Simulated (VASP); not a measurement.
The system is C.

```
CELL_PARAMETERS angstrom
2.45600 0.00000 0.00000
-1.22800 2.12696 0.00000
0.00000 0.00000 6.69600
ATOMIC_POSITIONS crystal
C 0.00000 0.00000 0.75000
C 0.00000 0.00000 0.25000
C 0.33333 0.66667 0.75000
C 0.66667 0.33333 0.25000
```

| Quantity | Value |
| --- | --- |
| Program | VASP 6.6.1 |
| Task | relaxation of cell and atoms |
| Functional | PBE |
| Dispersion | D3(BJ) |
| Potentials or basis | VASP PAW PBE potentials, release 64 (C) |
| Cutoff | 520 eV |
| k mesh | 3 × 3 × 1 |
| Occupations | gaussian, width 0.02 eV |
| Spin | no spin polarisation |

At the start: pressure 6.1 GPa; volume 8.74 Å³/atom.

How do energy, volume and symmetry change on relaxing?

Over 11 steps the energy falls by 5.5 meV/atom and the volume is 8.60 Å³/atom (-1.7 %); space group P6_3/mmc (No. 194, to 0.05 Å).

Step by step:
| step | energy change (eV) | largest force (eV/Å) | pressure (GPa) | volume (Å³) |
| --- | --- | --- | --- | --- |
| 1 | 0.0000 | 0.0000 | 6.14 | 34.98 |
| 2 | 0.0777 | 0.0000 | -15.02 | 36.69 |
| 3 | -0.0167 | 0.0000 | -0.71 | 35.48 |
| 4 | -0.0167 | 0.0000 | -0.58 | 35.47 |
| 5 | -0.0178 | 0.0000 | -0.53 | 35.35 |
| 6 | -0.0204 | 0.0000 | -0.35 | 34.97 |
| 7 | -0.0218 | 0.0000 | 0.06 | 34.22 |
| 8 | -0.0219 | 0.0000 | -0.07 | 34.43 |
| 9 | -0.0219 | 0.0000 | -0.05 | 34.40 |
| 10 | -0.0219 | 0.0000 | 0.32 | 34.37 |
| 11 | -0.0219 | 0.0000 | 0.00 | 34.40 |

Final structure:
```
C
1.0
     2.47412    0.00000    0.00000
    -1.23706    2.14265    0.00000
     0.00000    0.00000    6.48875
C
4
Direct
  0.00000 0.00000 0.75000
  0.00000 0.00000 0.25000
  0.33333 0.66667 0.75000
  0.66667 0.33333 0.25000
```

Caveat: the k mesh is coarse (spacing up to 0.98 Å⁻¹), so the values aren't converged.
